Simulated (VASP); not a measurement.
Input:

```yaml
crystal:
  lattice:
    - [4.50280, 0.00000, 0.00000]
    - [0.00000, 4.50280, 0.00000]
    - [0.00000, 0.00000, 3.00503]
  atoms:
    - { symbol: Mg, position: [0.00000, 0.00000, 0.00000] }
    - { symbol: Mg, position: [0.50000, 0.50000, 0.50000] }
    - { symbol: H, position: [0.30422, 0.30422, 0.00000] }
    - { symbol: H, position: [0.80422, 0.19578, 0.50000] }
    - { symbol: H, position: [0.19578, 0.80422, 0.50000] }
    - { symbol: H, position: [0.69578, 0.69578, 0.00000] }
```

All values below come from PBE GGA, VASP's PBE PAW potentials (set 64) (plane waves; VASP 6.6.1). Run with 400 eV cut-off, Gaussian smearing of 0.050 eV, potentials Mg H.

Q: Predict the band gap (along the path) with the smallest direct gap where there is one.

A: 
```yaml
band gap (along the path): 3.73 eV
smallest direct gap (along the path): 4.57 eV
```

The absolute energy has meaning only against runs of the same code, potentials and settings.

The compound is MgH2 in the rutile structure. It was relaxed first.
